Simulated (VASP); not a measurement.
Data:

```yaml
crystal:
  lattice:
    - [1.89452, -3.28141, 0.00000]
    - [1.89452, 3.28141, 0.00000]
    - [0.00000, 0.00000, 6.38280]
  atoms:
    - { symbol: Cd, position: [0.66667, 0.33333, 0.50554] }
    - { symbol: Cd, position: [0.33333, 0.66667, 0.00554] }
    - { symbol: S, position: [0.66667, 0.33333, 0.87146] }
    - { symbol: S, position: [0.33333, 0.66667, 0.37146] }
```

Computed with LDA (Ceperley-Alder, Perdew-Zunger), VASP's LDA PAW potentials (set 64) (plane waves; VASP). Run with 500 eV cut-off, 7×7×4 Γ-centred mesh, Gaussian smearing of 0.050 eV, potentials Cd S.

### Question
Predict the energy per atom (σ→0), pressure.

### Answer

```
Quantity                       Result
---------------------  --------------
energy per atom (σ→0)  -3483 meV/atom
pressure                   199.5 kbar
```

The absolute energy has meaning only against runs of the same code, potentials and settings.

The compound is CdS in the wurtzite structure. It was relaxed first under an external pressure of 20 GPa.
